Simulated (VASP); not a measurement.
An input for Ansatz (written as the equivalent of a VASP run, and not itself run):

Ansatz 0.2 input:
```yaml
crystal:
  lattice:
    - [0.0000000, 3.8306870, 3.8306870]
    - [3.8306870, 0.0000000, 3.8306870]
    - [3.8306870, 3.8306870, 0.0000000]
  atoms:
    - { symbol: Pb, position: [0.0000000, 0.0000000, 0.0000000] }
    - { symbol: I, position: [0.2500000, 0.2500000, 0.2500000] }
    - { symbol: I, position: [0.7500000, 0.7500000, 0.7500000] }
kpoints:
  mp_grid: { grid: [5, 5, 5] }
hamiltonian:
  xc: pbe
  pseudopotentials: { kind: paw }
scf:
  occupations: { method: gaussian, width: 0.05 }
  max_iter: 100
output: { forces: true, stress: true, eigenvalues: true }
```

Task: Translate this input to VASP (INCAR, KPOINTS, POSCAR, choice of POTCAR).

Result: Several could match; the one computed here: 
INCAR:
```
GGA = PE
SYSTEM = PbI2
PREC = Accurate
ISIF = 2   # forces and stress, cell fixed
SIGMA = 0.05   # width (eV)
NELM = 100
LASPH = T
LWAVE = F
LREAL = F   # projection in real space or not
LMAXMIX = 4   # l cut-off of mixed one-centre charges
EDIFF = 1E-6
LCHARG = F
ENCUT = 520
ALGO = Normal   # blocked Davidson
ISMEAR = 0
```

KPOINTS:
```
Regular mesh
0
gamma
5 5 5
0 0 0
```

**POSCAR**
```
PbI2
7.6613740
  0.0000000000   0.5000000000   0.5000000000
  0.5000000000   0.0000000000   0.5000000000
  0.5000000000   0.5000000000   0.0000000000
Pb I
1 2
Cart
  0.0000000000   0.0000000000   0.0000000000
  0.2500000000   0.2500000000   0.2500000000
  0.7500000000   0.7500000000   0.7500000000
```

POTCAR, in this order: Pb I (PBE.64 set). Program: vasp_std.

Limits of the translation: each code has its own PAW files, so the cut-off isn't converted (ENCUT is set for VASP's; basis.ecutwfc is left out, and Ansatz then takes the one that its files recommend); Ansatz stops its SCF on the density residual and VASP on the energy change (EDIFF).

The structure was generated: PbI2 was put into the fluorite type (Fm-3m), which need not be its known phase. The cell was not relaxed at this level. The run is one of a series of settings (ENCUT = 520, POTCAR Pb I (PBE.64 set) against the base run), some of them coarse on purpose.
